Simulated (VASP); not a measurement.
An input for Ansatz (written as the equivalent of a VASP run, and not itself run):

Ansatz 0.2 input:
```yaml
crystal:
  lattice:
    - [3.6320534, 0.0000000, 0.0000000]
    - [-1.8160267, 3.1454501, 0.0000000]
    - [0.0000000, 0.0000000, 11.4321274]
  atoms:
    - { symbol: Sn, position: [0.3333330, 0.6666670, 0.6251153] }
    - { symbol: Sn, position: [0.6666670, 0.3333330, 0.1251153] }
    - { symbol: S, position: [0.6666670, 0.3333330, 0.7531827] }
    - { symbol: S, position: [0.3333330, 0.6666670, 0.2531827] }
    - { symbol: S, position: [0.0000000, 0.0000000, 0.9967020] }
    - { symbol: S, position: [0.0000000, 1.0000000, 0.4967020] }
kpoints:
  mp_grid: { grid: [8, 8, 3] }
hamiltonian:
  xc: lda
  pseudopotentials: { kind: paw }
scf:
  occupations: { method: tetrahedron }
  max_iter: 100
output: { forces: true, stress: true, eigenvalues: true }
```

Q: Translate this input to VASP (INCAR, KPOINTS, POSCAR, choice of POTCAR).

A: This is not unique; one that fits is 
### POSCAR
```
SnS2
1
    3.6320534407     0.0000000000    -0.0000000000
   -1.8160267204     3.1454500854     0.0000000000
   -0.0000000000     0.0000000000    11.4321273864
Sn S
2 4
Direct
  0.3333330000   0.6666670000   0.6251152618
  0.6666670000   0.3333330000   0.1251152618
  0.6666670000   0.3333330000   0.7531827046
  0.3333330000   0.6666670000   0.2531827046
  0.0000000000   0.0000000000   0.9967020336
  0.0000000000   1.0000000000   0.4967020336
```

### INCAR
```
SYSTEM=SnS2
PREC=Accurate; ENCUT=400; LREAL=.FALSE.
LASPH=.TRUE.
EDIFF=1E-7; NELM=100; ALGO=Normal
LMAXMIX=4
ISMEAR=-5
ISIF=2
LWAVE=.FALSE.; LCHARG=.TRUE.; LORBIT=11
NEDOS=601
LEFG=.TRUE.
```

**KPOINTS**
```
Automatic mesh
0
Gamma
8 8 3
0 0 0
```

POTCAR, in this order: Sn_d S (LDA.64 set). Program: vasp_std.

What does not carry over: each code has its own PAW files, so the cut-off isn't converted (ENCUT is set for VASP's; basis.ecutwfc is left out, and Ansatz then takes the one that its files recommend); Ansatz stops its SCF on the density residual and VASP on the energy change (EDIFF); Ansatz's lda is the Perdew-Wang form, while the LDA potentials of VASP carry Perdew-Zunger's; the field gradients of LEFG aren't asked of the other code.

The structure comes from a computed database's SnS2 entry (P6_3mc); how it stands against other phases isn't given here. It was relaxed first, which changed the volume by -10 %.
